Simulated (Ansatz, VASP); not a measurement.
Given: the input of a run of VASP 6.6.1 on RuSe. The cell comes from a database or a generator and needn't be the stable form of this composition.

INCAR

```
SYSTEM = RuSe
PREC = Accurate
ENCUT = 600
EDIFF = 1E-7
ISMEAR = -1
SIGMA = 0.05
LREAL = .FALSE.
LASPH = .TRUE.
NELM = 80
ALGO = Normal
ISIF = 3
LWAVE = .FALSE.
LCHARG = .FALSE.
GGA = CA
IBRION = 2
NSW = 40
EDIFFG = -0.01
```

File KPOINTS:

```
regular mesh
0
G
  8 8 8
  0 0 0
```

The input POSCAR:

```
RuSe
1.0
    3.1876923100      0.0000000000      0.0000000000
    0.0000000000      3.1876923100      0.0000000000
    0.0000000000      0.0000000000      3.1876923100
Ru Se
1 1
Direct
    0.0000000000      0.0000000000      0.0000000000
    0.5000000000      0.5000000000      0.5000000000
```

Potentials or basis: VASP PAW LDA potentials, release 64 (Ru_pv, Se).

The run is started by

```sh
$ cat potpaw_LDA.64/Ru_pv/POTCAR potpaw_LDA.64/Se/POTCAR > POTCAR
$ mpirun -np 1 vasp_std > vasp.out
```

**Question.** What does the same run look like in Ansatz 0.2.0? Potentials or basis there: Ansatz PAW, cutoff 420 eV.

**Answer.** As run (cutoffs and basis follow the program's own potentials, and thresholds, step limits or extra output files can differ):

The input input.yaml:

```yaml
crystal:
  lattice:
    - [3.18769231, 0.0, 0.0]
    - [0.0, 3.18769231, 0.0]
    - [0.0, 0.0, 3.18769231]
  atoms:
    - { symbol: Ru, position: [0.0, 0.0, 0.0] }
    - { symbol: Se, position: [0.5, 0.5, 0.5] }
hamiltonian:
  xc: lda
  pseudopotentials: { kind: paw }
kpoints:
  mp_grid: { grid: [8, 8, 8] }
scf:
  occupations: { method: fermi_dirac, width: 0.05 }
output:
  forces: true
  stress: true
  eigenvalues: true
relax:
  f_tol: 0.01
  max_steps: 40
  cell: { stress_tol: 0.05 }
```

Potentials or basis: Ansatz PAW.

The run is started by

```bash
$ ansatz run input.yaml --threads 2 --pin off --max-ram 5632MiB --backend cpu --events-out ev --progress --plain --runs-dir out
```

Both were run:

|  | VASP | Ansatz |
| --- | --- | --- |
| Relaxed volume | 14.48 Å³/atom | 14.44 Å³/atom |
| Relaxed cell | a = 3.071 Å, b = 3.071 Å, c = 3.071 Å, α = 90.00°, β = 90.00°, γ = 90.00° | a = 3.068 Å, b = 3.068 Å, c = 3.068 Å, α = 90.00°, β = 90.00°, γ = 90.00° |
| Space group after relaxing | Pm-3m (No. 221) | Pm-3m (No. 221) |
| Pressure after relaxing | 0.0 GPa | 0.0 GPa |

Ansatz's pressure holds a Pulay term of +0.04 GPa for its cutoff of 420 eV, which the other run lacks.

The potentials hold 20 and 32 valence electrons a cell.

Ansatz's potentials were made for PBE.

Where Ansatz's input types no cutoff or centring, it takes its own default and a Γ-centred mesh.

The two programs' LDA may be different fits to the electron gas.

Pressure is positive in compression.
